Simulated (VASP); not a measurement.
These are PBEsol GGA, VASP's PBE PAW potentials (set 64) (plane waves; VASP) values and carry that method's errors.

A VASP calculation is set up with these files.

File KPOINTS:
```
Automatic mesh
0
Gamma
12 12 12
0 0 0
```

**INCAR**
```
SYSTEM = AuAl2
PREC = Normal; ENCUT = 400; LREAL = F
LASPH = T
EDIFF = 1E-5; NELM = 100; NELMIN = 4
ALGO = Fast; LMAXMIX = 6
ISMEAR = 1; SIGMA = 0.1
GGA = PS
IBRION = 2; NSW = 20; ISIF = 2
EDIFFG = -0.03
LWAVE = F; LCHARG = F
```

**POSCAR**
```
AuAl2
1
    0.0000000000     2.9970889164     2.9970889164
    2.9970889164     0.0000000000     2.9970889164
    2.9970889164     2.9970889164     0.0000000000
Al Au
2 1
Direct
  0.2500000000   0.2500000000   0.2500000000
  0.7500000000   0.7500000000   0.7500000000
  0.0000000000   0.0000000000   0.0000000000
```

POTCAR, in this order: Al Au (PBE.64 set). Program: vasp_std.

Output

**OSZICAR**
```
       N       E                     dE             d eps       ncg     rms          rms(c)
DAV:   1     0.474727364396E+02    0.47473E+02   -0.61166E+03  1816   0.941E+02
DAV:   2    -0.132138635252E+02   -0.60687E+02   -0.56048E+02  2040   0.179E+02
DAV:   3    -0.148566864247E+02   -0.16428E+01   -0.16161E+01  2188   0.287E+01
DAV:   4    -0.148690337118E+02   -0.12347E-01   -0.12345E-01  2004   0.299E+00
DAV:   5    -0.148692163076E+02   -0.18260E-03   -0.18259E-03  2180   0.381E-01    0.939E+00
RMM:   6    -0.135773740808E+02    0.12918E+01   -0.65416E+00  1728   0.196E+01    0.347E+00
RMM:   7    -0.135087507924E+02    0.68623E-01   -0.28338E-01  1728   0.414E+00    0.189E+00
RMM:   8    -0.134761021645E+02    0.32649E-01   -0.61807E-02  1728   0.185E+00    0.297E-01
RMM:   9    -0.134747737819E+02    0.13284E-02   -0.15536E-02  1739   0.990E-01    0.256E-01
RMM:  10    -0.134750552550E+02   -0.28147E-03   -0.24902E-03  1760   0.378E-01    0.178E-01
RMM:  11    -0.134752371717E+02   -0.18192E-03   -0.17872E-03  1728   0.282E-01    0.116E-01
RMM:  12    -0.134750714942E+02    0.16568E-03   -0.47902E-04  1728   0.166E-01    0.962E-03
RMM:  13    -0.134750753618E+02   -0.38677E-05   -0.64004E-05  1394   0.583E-02
   1 F= -.13475075E+02 E0= -.13475037E+02  d E =-.134751E+02
```

**OUTCAR**
```
------------------------ aborting loop because EDIFF is reached ----------------------------------------
  FORCE on cell =-STRESS in cart. coord.  units (eV):
  Direction    XX          YY          ZZ          XY          YZ          ZX
  --------------------------------------------------------------------------------------
  Total        0.1567200      0.1567200      0.1567200     -0.0000000     -0.0000000      0.0000000
  in kB        4.6634365      4.6634365      4.6634365     -0.0000000     -0.0000000      0.0000000
  external PRESSURE =       4.6634365 kB  Pullay stress =       0.0000000 kB
  volume of cell :       53.84
      direct lattice vectors                 reciprocal lattice vectors
     0.000000000  2.997088916  2.997088916    -0.166828551  0.166828551  0.166828551
     2.997088916  0.000000000  2.997088916     0.166828551 -0.166828551  0.166828551
     2.997088916  2.997088916  0.000000000     0.166828551  0.166828551 -0.166828551
 POSITION                                       TOTAL-FORCE (eV/Angst)
 -----------------------------------------------------------------------------------
      1.49854      1.49854      1.49854        -0.000000     -0.000000      0.000000
      4.49563      4.49563      4.49563         0.000000      0.000000     -0.000000
      0.00000      0.00000      0.00000        -0.000000     -0.000000     -0.000000
 -----------------------------------------------------------------------------------
    total drift:                               -0.000000      0.000000      0.000000
  FREE ENERGIE OF THE ION-ELECTRON SYSTEM (eV)
  ---------------------------------------------------
  free  energy   TOTEN  =       -13.4750753618 eV

  energy  without entropy=      -13.4749589792  energy(sigma->0) =      -13.47503657

 reached required accuracy - stopping structural energy minimisation
```
(Selected blocks of OUTCAR.)

File OUTCAR:
```
 val. band max:        7.7151907840   @ k =   0.2500   0.1667   0.0833

 cond. band min:       7.7530020529   @ k =  -0.2500   0.0833   0.0000


 Fermi energy:         7.7232139171

 k-point     1 :       0.0000    0.0000    0.0000
  band No.  band energies     occupation
      1      -2.8619      2.00000
      2       1.1001      2.00000
      3       1.1001      2.00000
      4       1.1001      2.00000
      5       2.0643      2.00000
      6       2.0643      2.00000
      7      10.0188      0.00000
      8      10.6489      0.00000
      9      10.6489      0.00000
     10      10.6489      0.00000
     11      11.6653      0.00000
     12      11.6653      0.00000

 k-point     2 :       0.0833    0.0000    0.0000
  band No.  band energies     occupation
      1      -2.7703      2.00000
      2       1.0698      2.00000
      3       1.1234      2.00000
      4       1.1234      2.00000
      5       2.0590      2.00000
      6       2.0590      2.00000
      7       9.1665     -0.00000
      8      10.1866      0.00000
      9      10.2737      0.00000
     10      10.2738      0.00000
     11      12.0774      0.00000
     12      12.0821      0.00000

 k-point     3 :       0.1667    0.0000    0.0000
  band No.  band energies     occupation
      1      -2.5007      2.00000
      2       0.9936      2.00000
      3       1.1842      2.00000
      4       1.1842      2.00000
      5       2.0514      2.00000
      6       2.0514      2.00000
      7       7.3854      2.00002
      8       9.6642     -0.00000
      9       9.6642     -0.00000
     10      10.3368      0.00000
     11      12.4309      0.00000
     12      12.5305      0.00000

 k-point     4 :       0.2500    0.0000    0.0000
  band No.  band energies     occupation
      1      -2.0720      2.00000
      2       0.9111      2.00000
      3       1.2568      2.00000
      4       1.2568      2.00000
      5       2.0616      2.00000
      6       2.0616      2.00000
...
```

Unless said otherwise, spin-orbit coupling is left out, though it shifts the bands of the heavy elements here.

The compound is AuAl2 in the fluorite structure. It was relaxed first. The electron count is odd and the run is not spin-polarised, which forces a metal.
